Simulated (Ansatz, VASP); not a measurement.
# InGaSbAs in two plane-wave programs, part 2 of 2

Aim: how closely do two programs agree when they are given the same cell, functional and k mesh? The cell is generated by rule, not measured, and may not be a known phase. The cell is taken from a series of runs on this material, whose earlier steps may have relaxed, scaled, displaced or heated it; both programs get it as it stands.

VASP 6.6.1 and Ansatz 0.2.0.

So far: Set-up; Ansatz: single point, HSE06.

### 3. VASP: single point, HSE06

Level of this step: HSE06; plane waves and PAW (In_d, As, Ga_d, Sb); invented cell (VASP).

The same cell, functional, mesh and smearing now go to VASP, with its own data sets.

Lines of VASP's logs that name or quote its potential files are left out, and so is its time.

The run reads the wave functions of an earlier VASP run, which isn't shown here.

The input, INCAR:

```
SYSTEM = InGaSbAs
PREC = Accurate
ENCUT = 400
EDIFF = 1E-06
NELM = 100
ISMEAR = -1
SIGMA = 0.03
LREAL = .FALSE.
ALGO = Normal
LHFCALC = .TRUE.
AEXX = 0.25
GGA = PE
HFSCREEN = 0.208
LASPH = .TRUE.
NBANDS = 44
PRECFOCK = Fast
LORBIT = 11
LWAVE = .FALSE.
LCHARG = .FALSE.
KPAR = 4
NCORE = 4
ISIF = 2
```

The input, POSCAR:

```
InGaSbAs
1.0
    4.3261998201      0.0000000000      0.0000000000
    0.0000000000      4.3036324184      0.0000000000
    0.0000000000      0.0000000000     12.2017473841
In As Ga Sb
2 2 2 2
Direct
    0.0000000000      0.0000000000      0.0697828901
    0.5000000000      0.5000000000      0.3186555806
    0.5000000000      0.0000000000      0.1933546276
    0.0000000000      0.5000000000      0.4433776542
    0.0000000000      0.0000000000      0.5514564073
    0.5000000000      0.5000000000      0.8017937341
    0.5000000000      0.0000000000      0.6760117378
    0.0000000000      0.5000000000      0.9253280394
```

The input, KPOINTS:

```
Automatic mesh
0
Gamma
4 4 2
0 0 0
```

Potentials, in the order of the species: In_d, As, Ga_d and Sb (PBE family, release 64).

Started as:

```sh
mpirun -np 16 vasp_std
```

Numbers of over 12 decimals in the logs are rounded to 6 here.

The log of the run:

```text
[banner, memory and clock lines left out]
running   16 mpi-ranks, on    1 nodes
 distrk:  each k-point on    4 cores,    4 groups
 distr:  one band on    4 cores,    1 groups

 POSCAR found type information on POSCAR InAsGaSb
 POSCAR found :  4 types and       8 ions
 LDA part: xc-table for (Slater+PW92), standard interpolation
 found WAVECAR, reading the header
 POSCAR, INCAR and KPOINTS ok, starting setup
 FFT: planning ... GRIDC
 FFT: planning ... GRID_SOFT
 FFT: planning ... GRID
 reading WAVECAR
 the WAVECAR file was read successfully
 initial charge from wavefunction
 entering main loop
       N       E                     dE             d eps       ncg     rms          rms(c)
DAV:   1    -0.360019431247E+02   -0.36002E+02   -0.59813E+00  2304   0.181E+01    0.264E+01
DAV:   2    -0.360466026895E+02   -0.44660E-01   -0.31776E-01  1824   0.413E+00    0.173E+01
DAV:   3    -0.360413816947E+02    0.52210E-02   -0.34178E-02  2328   0.137E+00    0.112E+01
DAV:   4    -0.360388017606E+02    0.25799E-02   -0.31896E-03  1924   0.406E-01    0.678E+00
DAV:   5    -0.360379906566E+02    0.81110E-03   -0.80753E-04  1944   0.161E-01    0.408E+00
DAV:   6    -0.360377619467E+02    0.22871E-03   -0.19846E-04  1840   0.820E-02    0.244E+00
DAV:   7    -0.360376903522E+02    0.71594E-04   -0.45122E-05  1884   0.419E-02    0.146E+00
DAV:   8    -0.360376703318E+02    0.20020E-04   -0.14124E-05  1616   0.220E-02    0.865E-01
DAV:   9    -0.360376675232E+02    0.28087E-05   -0.54859E-06  1560   0.127E-02    0.512E-01
DAV:  10    -0.360376690722E+02   -0.15490E-05   -0.18844E-06  1332   0.770E-03    0.303E-01
DAV:  11    -0.360376713055E+02   -0.22333E-05   -0.77269E-07  1012   0.591E-03    0.179E-01
DAV:  12    -0.360376730037E+02   -0.16982E-05   -0.45913E-07   936   0.477E-03    0.106E-01
DAV:  13    -0.360376741704E+02   -0.11667E-05   -0.30631E-07   928   0.387E-03    0.621E-02
DAV:  14    -0.360376749147E+02   -0.74433E-06   -0.17385E-07   912   0.299E-03
   1 F= -.36037675E+02 E0= -.36037605E+02  d E =-.139339E-03
```

From OUTCAR (step 3):

```text
ion  position               nearest neighbor table
   1  0.000  0.000  0.070-   3 2.64   3 2.64   8 2.78   8 2.78
   2  0.500  0.500  0.319-   3 2.64   3 2.64   4 2.64   4 2.64
   3  0.500  0.000  0.193-   1 2.64   1 2.64   2 2.64   2 2.64
   4  0.000  0.500  0.443-   5 2.52   5 2.52   2 2.64   2 2.64
   5  0.000  0.000  0.551-   4 2.52   4 2.52   7 2.64   7 2.64
   6  0.500  0.500  0.802-   8 2.64   8 2.64   7 2.64   7 2.64
   7  0.500  0.000  0.676-   6 2.64   6 2.64   5 2.64   5 2.64
   8  0.000  0.500  0.925-   6 2.64   6 2.64   1 2.78   1 2.78

  LATTYP: Found a simple orthorhombic cell.
 ALAT       =     4.3036324184
 B/A-ratio  =     1.0052438033
 C/A-ratio  =     2.8352206225

 Subroutine GETGRP returns: Found  4 space group operations
 (whereof  4 operations were pure point group operations)

The static configuration has the point symmetry C_2v.

 Found     18 irreducible k-points:

   k-points           NKPTS =     18   k-points in BZ     NKDIM =     32   number of bands    NBANDS=     44

   dimension x,y,z NGX =    28 NGY =   28 NGZ =   80
   dimension x,y,z NGXF=    56 NGYF=   56 NGZF=  160

   ENCUT  =  400.0 eV  29.40 Ry    5.42 a.u.   7.05  7.02 19.90*2*pi/ulx,y,z

   NELECT =      72.0000    total number of electrons

 k-points in reciprocal lattice and weights: Automatic mesh
   0.00000000  0.00000000  0.00000000       0.031
   0.25000000  0.00000000  0.00000000       0.062
   0.50000000  0.00000000  0.00000000       0.031
   0.00000000  0.25000000  0.00000000       0.062
   0.25000000  0.25000000  0.00000000       0.125
   0.50000000  0.25000000  0.00000000       0.062
   0.00000000  0.50000000  0.00000000       0.031
   0.25000000  0.50000000  0.00000000       0.062
   0.50000000  0.50000000  0.00000000       0.031
[...]
0.25000000  0.50000000  0.50000000       0.062
   0.50000000  0.50000000  0.50000000       0.031

  exchange ACFDT corr.  =         0.00000000  see jH, gK, PRB 81, 115126

 average (electrostatic) potential at core
       1 -90.4751       2 -90.5070       3 -46.0107       4 -46.1050       5 -58.9520
       6 -58.8424       7 -83.7869       8 -83.6819

 E-fermi :   4.5629

 k-point     1 :       0.0000    0.0000    0.0000
  band No.  band energies     occupation
    ...
     32       2.5430      2.00000
     33       2.6202      2.00000
     34       4.1709      2.00000
     35       4.2066      1.99999
     36       4.4099      1.98788
     37       4.7158      0.01216
     38       6.0381      0.00000
     39       6.0721      0.00000
     40       6.7459      0.00000
     41       6.7555      0.00000
    ...

 k-point     2 :       0.2500    0.0000    0.0000
  band No.  band energies     occupation
    ...
     32       2.5544      2.00000
     33       2.7278      2.00000
     34       2.8652      2.00000
     35       2.9620      2.00000
     36       4.1984      1.99999
     37       5.9766      0.00000
     38       6.6108      0.00000
     39       6.7164      0.00000
     40       7.3068      0.00000
     41       8.2707      0.00000
    ...

 k-point     3 :       0.5000    0.0000    0.0000
  band No.  band energies     occupation
    ...
     32       2.8926      2.00000
     33       3.0752      2.00000
     34       3.0763      2.00000
     35       3.1721      2.00000
     36       3.8153      2.00000
     37       5.2830      0.00000
     38       5.5659      0.00000
     39       7.2563      0.00000
     40       7.3621      0.00000
     41       8.9875      0.00000
    ...

  Total        0.5029841      0.6766939     -0.2266921      0.0000000      0.0000000      0.0000000
  in kB        3.5473257      4.7724248     -1.5987600      0.0000000      0.0000000      0.0000000
  external PRESSURE =       2.2403302 kB  Pullay stress =       0.0000000 kB

  energy-cutoff  :      400.00
  volume of cell :      227.18
      direct lattice vectors                 reciprocal lattice vectors
     4.326199820  0.000000000  0.000000000     0.231149748  0.000000000  0.000000000
     0.000000000  4.303632418  0.000000000     0.000000000  0.232361852  0.000000000
     0.000000000  0.000000000 12.201747384     0.000000000  0.000000000  0.081955475

 POSITION                                       TOTAL-FORCE (eV/Angst)
 -----------------------------------------------------------------------------------
      0.00000      0.00000      0.85147         0.000000      0.000000     -0.115871
      2.16310      2.15182      3.88815         0.000000      0.000000     -0.019208
      2.16310      0.00000      2.35926         0.000000      0.000000      0.031037
      0.00000      2.15182      5.40998         0.000000      0.000000     -0.015665
      0.00000      0.00000      6.72873         0.000000      0.000000      0.068220
      2.16310      2.15182      9.78328         0.000000      0.000000     -0.020372
      2.16310      0.00000      8.24852         0.000000      0.000000      0.011242
      0.00000      2.15182     11.29062         0.000000      0.000000      0.060617
 -----------------------------------------------------------------------------------
    total drift:                               -0.000003      0.000006     -0.002137

  FREE ENERGIE OF THE ION-ELECTRON SYSTEM (eV)
  ---------------------------------------------------
  free  energy   TOTEN  =       -36.0376749147 eV

  energy  without entropy=      -36.0375355753  energy(sigma->0) =      -36.03760525

 total charge
# of ion       s       p       d       tot
------------------------------------------
    1        0.865   0.749   9.892  11.506
    2        0.856   0.730   9.900  11.486
    3        1.225   1.605   0.022   2.852
    4        1.226   1.590   0.024   2.839
    5        0.847   0.735   9.988  11.570
    6        0.854   0.770   9.980  11.604
    7        1.135   1.571   0.029   2.735
    8        1.135   1.583   0.026   2.743
--------------------------------------------------
tot          8.142   9.333  39.861  57.336

[... 3 further parts left out ...]
```

The k-mesh is coarse for exact exchange; levels may shift by about 0.1 eV on a finer one.

### 4. Comparison

Known differences besides the potentials themselves: exact exchange at q = 0 is treated differently, which shows on coarse meshes; VASP keeps PBE cores, Ansatz makes them for the functional; the data sets hold 112 valence electrons in Ansatz (on its PAW soft_1 files) and 72 in VASP; the cutoff is 420 eV in Ansatz and 400 eV in VASP; VASP takes a coarser grid for exact exchange (PRECFOCK = Fast). Total energies have different zeros and are not compared.

Compared:

```
              quantity  Ansatz   VASP  difference
gap on the k mesh (eV)   0.292  0.306      -0.014
```

A gap on the mesh is an upper bound, since the band edges may lie between its points.

### 5. What came out

| Item | Value |
| --- | --- |
| difference in gap on the k mesh (single point, HSE06) | -0.014 eV |

The difference in gap on the k mesh is -0.014 eV (single point, HSE06), within the 0.08 eV picked in this series as the mark of a large difference. The data sets hold unlike numbers of valence electrons (112 in Ansatz and 72 in VASP), so part of the differences may come from the potentials. Such differences can come from data sets, numerical settings and the points named under the comparisons, not from the functional's error against experiment.

[Lines on the potential files, build, host, timing and source positions are cut from VASP's logs without a mark.]

[Logs are printed without paths, hosts, clocks, repeated set-up lines and the standing remarks that a program may print on its own settings, such as how far it seeks lower states.]

[Hosts, paths, dates, database ids (printed as entryN), source tags and the programs' standing remarks are cut or masked in the printed files.]
